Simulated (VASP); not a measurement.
# GaGe3 (Pm-3m) in VASP: equation of state

Aim: energy against volume of GaGe3 in PBEsol, for its equilibrium volume and stiffness.

Everything below comes from runs of VASP 6.6.1. Logs are shortened: lines on timing, memory, paths and dates and some standing lists are left out, and cuts for length are marked.

### 1 The structure

Symmetry: Pm-3m, No. 221, cubic system. The conventional cell has a = 4.278 Å, b = 4.278 Å, c = 4.278 Å, α = 90.00°, β = 90.00°, γ = 90.00°. Ge (site symmetry 4/mmm) has 8 Ge at 3.03 Å and 4 Ga at 3.03 Å as nearest neighbours. Around Ga (site symmetry m-3m) lie 12 Ge at 3.03 Å.

The cell comes from a database or a generator and needn't be the stable form of this composition.

### 2 Equation of state, PBEsol, 18.40 Å³/atom (volume scaled by 0.94)

INCAR

```
SYSTEM = GaGe3
ALGO = Normal
EDIFF = 1E-7
ENCUT = 520
GGA = PS
ISIF = 2
ISMEAR = -1
LASPH = .True.
LCHARG = .False.
LREAL = .False.
LWAVE = .False.
NBANDS = 36
NELM = 100
PREC = Accurate
SIGMA = 0.05
```

KPOINTS

```
k-points
0
Gamma
  6 6 6
  0 0 0
```

POSCAR

```
GaGe3
1.0
    4.1911258602      0.0000000000      0.0000000000
    0.0000000000      4.1911258602      0.0000000000
    0.0000000000      0.0000000000      4.1911258602
Ge Ga
3 1
Direct
    0.5000000000      0.5000000000      0.0000000000
    0.5000000000      0.0000000000      0.5000000000
    0.0000000000      0.5000000000      0.5000000000
    0.0000000000      0.0000000000      0.0000000000
```

Potentials or basis: VASP PAW PBE potentials, release 64 (Ge_d, Ga_d).

Launch:

```console
cat potpaw_PBE.64/Ge_d/POTCAR potpaw_PBE.64/Ga_d/POTCAR > POTCAR
mpirun -np 1 vasp_std > vasp.out
```

OUTCAR:

```text
SYSTEM = GaGe3
   EDIFF = 1E-7
   ENCUT = 520
   GGA = PS
   ISIF = 2
   ISMEAR = -1
   LASPH = .True.
   LREAL = .False.
   NELM = 100
   PREC = Accurate

 Found     20 irreducible k-points:

 Following reciprocal coordinates:
            Coordinates               Weight
  0.000000  0.000000  0.000000      1.000000
  0.166667  0.000000  0.000000      6.000000
  0.333333  0.000000  0.000000      6.000000
  0.500000  0.000000  0.000000      3.000000
  0.166667  0.166667  0.000000     12.000000
  0.333333  0.166667  0.000000     24.000000
   k-points           NKPTS =     20   k-points in BZ     NKDIM =     20   number of bands    NBANDS=     36
   number of dos      NEDOS =    301   number of ions     NIONS =      4
   total plane-waves  NPLWV =  32768
   dimension x,y,z NGX =    32 NGY =   32 NGZ =   32
   dimension x,y,z NGXF=    64 NGYF=   64 NGZF=   64
   ions per type =               3   1
   NGX,Y,Z   is equivalent  to a cutoff of  12.69, 12.69, 12.69 a.u.
   NGXF,Y,Z  is equivalent  to a cutoff of  25.39, 25.39, 25.39 a.u.
 SYSTEM =  GaGe3
   PREC   = accura    normal or accurate (medium, high low for compatibility)
   ISTART =      0    job   : 0-new  1-cont  2-samecut
   ICHARG =      2    charge: 1-file 2-atom 10-const
   ISPIN  =      1    spin polarized calculation?
   LNONCOLLINEAR =      F non collinear calculations
   LSORBIT =      F    spin-orbit coupling
   LASPH  =      T    aspherical Exc in radial PAW
   ENCUT  =  520.0 eV  38.22 Ry    6.18 a.u.   7.79  7.79  7.79*2*pi/ulx,y,z
   NELM   =    100;   NELMIN=  2; NELMDL= -5     # of ELM steps
   EDIFF  = 0.1E-06   stopping-criterion for ELM
   LREAL  =      F    real-space projection
   EDIFFG = 0.1E-05   stopping-criterion for IOM
   NSW    =      0    number of steps for IOM
   IBRION =     -1    ionic relax: 0-MD 1-quasi-New 2-CG
   NFREE  =      0    steps in history (QN), initial steepest desc. (CG)
   ISIF   =      2    stress and relaxation
   ISYM   =      2    0-nonsym 1-usesym 2-fastsym
   POTIM  = 0.5000    time-step for ionic-motion
   TEBEG  =    0.0;   TEEND  =   0.0 temperature during run
   PSTRESS=    0.0 pullay stress
   NELECT =      55.0000    total number of electrons
   NUPDOWN=      -1.0000    fix difference up-down
   EMIN   =  10.00;   EMAX   =-10.00  energy-range for DOS
   EFERMI =   0.00;   METHOD = LEGACY
   ISMEAR =    -1;   SIGMA  =   0.05  broadening in eV -4-tet -1-fermi 0-gaus
   EFERMI_NEDOS =   21; number of points for ismear=-14 and -15
   IALGO  =     38    algorithm
   IMIX   =      4    mixing-type and parameters
     AMIX     =   0.40;   BMIX     =  1.00
     AMIX_MAG =   1.60;   BMIX_MAG =  1.00
  volume/ion in A,a.u.               =      18.40       124.20
  Fermi-wavevector in a.u.,A,eV,Ry     =   1.485474  2.807139 30.023061  2.206633
  Thomas-Fermi vector in A             =   2.598881
   LORBIT       =      0    0 simple, 1 ext, 2 COOP (PROOUT), +10 PAW based schemes
   GGA     = PS    functional components
   LHFCALC =     F    Hartree Fock is set to
   AEXX    =    0.0000 exact exchange contribution
   IVDW    =     0    specifies the selected vdW correction
   LEPSILON=     F    determine dielectric tensor
   LRPA    =     F    only Hartree local field effects (RPA)
 non-spin polarized calculation
  energy-cutoff  :      520.00
  volume of cell :       73.62
 maximum number of plane-waves:      2008
 NGX is ok and might be reduce to    32
   NGX = 15   NGY = 15   NGZ = 15

 number of electron      55.0000069 magnetization

 Free energy of the ion-electron system (eV)
  ---------------------------------------------------
  ext. energy  EPLUGINS =         0.00000000
  ---------------------------------------------------
  free energy    TOTEN  =       -17.25538942 eV

  energy without entropy =      -17.23192485  energy(sigma->0) =      -17.24365713

 E-fermi :   6.6551     XC(G=0): -11.4901

 val. band max:        6.6155868598   @ k =   0.5000   0.5000   0.0000
 cond. band min:       6.6774745286   @ k =   0.3333   0.3333   0.0000
 fundamental gap:      0.0618876688
 Fermi energy:         6.6551366468

 k-point     1 :       0.0000    0.0000    0.0000
  band No.  band energies     occupation
      1     -18.0985      2.00000
      2     -18.0985      2.00000
      3     -18.0985      2.00000
      4     -18.0871      2.00000
      5     -18.0468      2.00000
      6     -18.0468      2.00000
      7     -18.0089      2.00000
      8     -18.0089      2.00000
      9     -18.0089      2.00000
     10     -17.9852      2.00000
     11     -17.9852      2.00000
     12     -17.9565      2.00000
     13     -17.9418      2.00000
     14     -17.9418      2.00000
     15     -17.9418      2.00000
     16      -8.1059      2.00000
     17      -8.1059      2.00000
     18      -8.0847      2.00000
     19      -8.0847      2.00000
     20      -8.0847      2.00000
     21      -6.3657      2.00000
     22       1.1616      2.00000
     23       1.1616      2.00000
     24       2.5743      2.00000
     25       2.5743      2.00000
     26       2.5743      2.00000
     27       3.3355      2.00000
     28       9.3556      0.00000
     29       9.3556      0.00000
     30       9.3556      0.00000
     31      10.2984      0.00000
     32      10.2984      0.00000
     33      10.2984      0.00000
     34      13.4997      0.00000
     35      13.4999      0.00000
     36      13.7503      0.00000

 k-point     2 :       0.1667    0.0000    0.0000
  band No.  band energies     occupation
      1     -18.0971      2.00000
      2     -18.0889      2.00000
      3     -18.0889      2.00000
      4     -18.0807      2.00000
      5     -18.0459      2.00000
      6     -18.0411      2.00000
      7     -18.0104      2.00000
      8     -18.0092      2.00000
      9     -18.0092      2.00000
     10     -17.9905      2.00000
     11     -17.9851      2.00000
     12     -17.9613      2.00000
     13     -17.9523      2.00000
     14     -17.9523      2.00000
     15     -17.9418      2.00000
     16      -8.1048      2.00000
     17      -8.1016      2.00000
     18      -8.0884      2.00000
     19      -8.0884      2.00000
     20      -8.0846      2.00000
     21      -6.1331      2.00000
     22      -0.5285      2.00000
     23       1.2716      2.00000
     24       2.7694      2.00000
     25       2.8300      2.00000
     26       2.8300      2.00000
     27       5.3650      2.00000
     28       8.3644      0.00000
     29       8.4127      0.00000
     30       8.4127      0.00000
     31       9.0619      0.00000
     32      10.1625      0.00000
     33      10.1625      0.00000
     34      13.8883      0.00000
     35      13.9604      0.00000
     36      15.0357      0.00000

 k-point     3 :       0.3333    0.0000    0.0000
  band No.  band energies     occupation
      1     -18.0939      2.00000
      2     -18.0649      2.00000
      3     -18.0626      2.00000
      4     -18.0626      2.00000
      5     -18.0436      2.00000
      6     -18.0269      2.00000
      7     -18.0134      2.00000
      8     -18.0103      2.00000
      9     -18.0103      2.00000
     10     -18.0043      2.00000
     11     -17.9849      2.00000
     12     -17.9798      2.00000
     13     -17.9798      2.00000
     14     -17.9737      2.00000
     15     -17.9418      2.00000
     16      -8.1026      2.00000
     17      -8.0958      2.00000
     18      -8.0958      2.00000
     19      -8.0933      2.00000
     20      -8.0844      2.00000
     21      -5.4419      2.00000
     22      -2.5411      2.00000
     23       1.5258      2.00000
     24       3.1769      2.00000
     25       3.5805      2.00000
     26       3.5805      2.00000
     27       6.5419      1.81170
     28       6.5419      1.81170
     29       7.0422      0.00087
     30       7.3976      0.00000
     31       8.5143      0.00000
     32      10.7950      0.00000
     33      10.7950      0.00000
     34      13.8259      0.00000
     35      13.8259      0.00000
     36      14.0036      0.00000

 k-point     4 :       0.5000    0.0000    0.0000
  band No.  band energies     occupation
      1     -18.0922      2.00000
      2     -18.0543      2.00000
      3     -18.0406      2.00000
      4     -18.0341      2.00000
      5     -18.0341      2.00000
      6     -18.0190      2.00000
      7     -18.0190      2.00000
      8     -18.0161      2.00000
      9     -18.0158      2.00000
     10     -18.0150      2.00000
     11     -18.0007      2.00000
     12     -18.0007      2.00000
     13     -17.9863      2.00000
     14     -17.9822      2.00000
     15     -17.9418      2.00000
     16      -8.1015      2.00000
     17      -8.0994      2.00000
     18      -8.0994      2.00000
     19      -8.0894      2.00000
     20      -8.0844      2.00000
     21      -4.5617      2.00000
     22      -3.8768      2.00000
     23       1.6768      2.00000
     24       3.4568      2.00000
     25       4.5505      2.00000
     26       4.5505      2.00000
     27       5.1547      2.00000
     28       5.1547      2.00000
     29       6.4968      1.91918
     30       6.7265      0.38711
     31      11.4593      0.00000
     32      11.5490      0.00000
     33      11.5490      0.00000
     34      11.6147      0.00000
     35      12.6604      0.00000
     36      12.6604      0.00000

 k-point     5 :       0.1667    0.1667    0.0000
  band No.  band energies     occupation
      1     -18.0901      2.00000
      2     -18.0848      2.00000
      3     -18.0839      2.00000
      4     -18.0728      2.00000
      5     -18.0429      2.00000
      6     -18.0371      2.00000
      7     -18.0155      2.00000
      8     -18.0093      2.00000
      9     -18.0056      2.00000
     10     -17.9931      2.00000
     11     -17.9876      2.00000
     12     -17.9708      2.00000
     13     -17.9556      2.00000
     14     -17.9550      2.00000
     15     -17.9496      2.00000
     16      -8.1023      2.00000
     17      -8.0983      2.00000
     18      -8.0932      2.00000
     19      -8.0886      2.00000
     20      -8.0879      2.00000
     21      -5.8995      2.00000
     22      -0.5689      2.00000
     23      -0.0140      2.00000
     24       2.2260      2.00000
     25       3.0842      2.00000
     26       5.0214      2.00000
     27       5.7180      2.00000
     28       6.4285      1.97874
     29       8.3961      0.00000
     30       8.8843      0.00000
     31       9.1017      0.00000
     32       9.1772      0.00000
     33      10.3908      0.00000
     34      13.7802      0.00000
     35      14.0996      0.00000
     36      14.3146      0.00000

 k-point     6 :       0.3333    0.1667    0.0000
  band No.  band energies     occupation
      1     -18.0853      2.00000
      2     -18.0684      2.00000
      3     -18.0605      2.00000
      4     -18.0545      2.00000
      5     -18.0406      2.00000
      6     -18.0233      2.00000
      7     -18.0211      2.00000
      8     -18.0097      2.00000
      9     -18.0067      2.00000
     10     -18.0039      2.00000
     11     -17.9906      2.00000
     12     -17.9876      2.00000
     13     -17.9805      2.00000
     14     -17.9679      2.00000
     15     -17.9514      2.00000
     16      -8.1029      2.00000
     17      -8.0993      2.00000
     18      -8.0954      2.00000
     19      -8.0898      2.00000
     20      -8.0879      2.00000
     21      -5.2069      2.00000
     22      -2.3304      2.00000
     23       0.2920      2.00000
     24       2.2785      2.00000
     25       3.8310      2.00000
     26       4.8844      2.00000
     27       5.4511      2.00000
     28       6.7760      0.16364
     29       7.8351      0.00000
     30       8.1926      0.00000
     31       9.4830      0.00000
     32       9.5789      0.00000
     33      10.3538      0.00000
     34      11.8960      0.00000
     35      12.4600      0.00000
     36      15.5610      0.00000

 [... further k-points ...]

------------------------ aborting loop because EDIFF is reached ----------------------------------------

  FORCE on cell =-STRESS in cart. coord.  units (eV):
  Direction    XX          YY          ZZ          XY          YZ          ZX
  --------------------------------------------------------------------------------------
  -------------------------------------------------------------------------------------
  Total        0.1162962      0.1162962      0.1162962      0.0000000      0.0000000     -0.0000000
  in kB        2.5309535      2.5309535      2.5309535      0.0000000      0.0000000     -0.0000000
  external PRESSURE =       2.5309535 kB  Pullay stress =       0.0000000 kB

 VOLUME and BASIS-vectors are now :
 -----------------------------------------------------------------------------
  energy-cutoff  :      520.00
  volume of cell :       73.62
      direct lattice vectors                 reciprocal lattice vectors
     4.191125860  0.000000000  0.000000000     0.238599372  0.000000000  0.000000000
     0.000000000  4.191125860  0.000000000     0.000000000  0.238599372  0.000000000
     0.000000000  0.000000000  4.191125860     0.000000000  0.000000000  0.238599372

 POSITION                                       TOTAL-FORCE (eV/Angst)
 -----------------------------------------------------------------------------------
      2.09556      2.09556      0.00000         0.000000      0.000000      0.000000
      2.09556      0.00000      2.09556         0.000000      0.000000      0.000000
      0.00000      2.09556      2.09556         0.000000      0.000000      0.000000
      0.00000      0.00000      0.00000         0.000000      0.000000      0.000000
 -----------------------------------------------------------------------------------
    total drift:                                0.000000     -0.000000     -0.000000

  FREE ENERGIE OF THE ION-ELECTRON SYSTEM (eV)
  ---------------------------------------------------
  free  energy   TOTEN  =       -17.2553894193 eV

  energy  without entropy=      -17.2319248482  energy(sigma->0) =      -17.24365713
```

It took 14 s on 1 thread of Intel Xeon 6975P-C (Granite Rapids), shared host; peak memory 0.19 GiB.

What came out:

* Free energy: -17.2554 eV
* Pressure: 0.3 GPa
* Band gap on the k mesh: none (metal or under the smearing width)

Caveat: the PAW data sets were made with another functional, which shifts forces and pressure a little.

### 3 Equation of state, PBEsol, 18.80 Å³/atom (volume scaled by 0.96)

INCAR is that of step 2.

KPOINTS is that of step 2.

POSCAR

```
GaGe3
1.0
    4.2206418035      0.0000000000      0.0000000000
    0.0000000000      4.2206418035      0.0000000000
    0.0000000000      0.0000000000      4.2206418035
Ge Ga
3 1
Direct
    0.5000000000      0.5000000000      0.0000000000
    0.5000000000      0.0000000000      0.5000000000
    0.0000000000      0.5000000000      0.5000000000
    0.0000000000      0.0000000000      0.0000000000
```

Potentials or basis: VASP PAW PBE potentials, release 64 (Ge_d, Ga_d).

Launch:

```console
cat potpaw_PBE.64/Ge_d/POTCAR potpaw_PBE.64/Ga_d/POTCAR > POTCAR
mpirun -np 1 vasp_std > vasp.out
```

Wall time 14 s (1 thread of Intel Xeon 6975P-C (Granite Rapids), shared host); peak memory 0.19 GiB.

It converged, with:

- Free energy: -17.2515 eV
- Pressure: -1.1 GPa
- Band gap on the k mesh: none (metal or under the smearing width)

Caveat: the PAW data sets were made with another functional, which shifts forces and pressure a little.

### 4 Equation of state, PBEsol, 19.19 Å³/atom (volume scaled by 0.98)

INCAR is that of step 3.

KPOINTS is that of step 3.

POSCAR

```
GaGe3
1.0
    4.2497505979      0.0000000000      0.0000000000
    0.0000000000      4.2497505979      0.0000000000
    0.0000000000      0.0000000000      4.2497505979
Ge Ga
3 1
Direct
    0.5000000000      0.5000000000      0.0000000000
    0.5000000000      0.0000000000      0.5000000000
    0.0000000000      0.5000000000      0.5000000000
    0.0000000000      0.0000000000      0.0000000000
```

Launch:

```console
cat potpaw_PBE.64/Ge_d/POTCAR potpaw_PBE.64/Ga_d/POTCAR > POTCAR
mpirun -np 1 vasp_std > vasp.out
```

Wall time 14 s (1 thread of Intel Xeon 6975P-C (Granite Rapids), shared host); peak memory 0.2 GiB.

The run converged. Its results:

| Quantity | Value |
| --- | --- |
| Free energy | -17.2351 eV |
| Pressure | -2.3 GPa |
| Band gap on the k mesh | none (metal or under the smearing width) |

Caveat: the PAW data sets were made with another functional, which shifts forces and pressure a little.

(Part 1 of 2 ends here.)
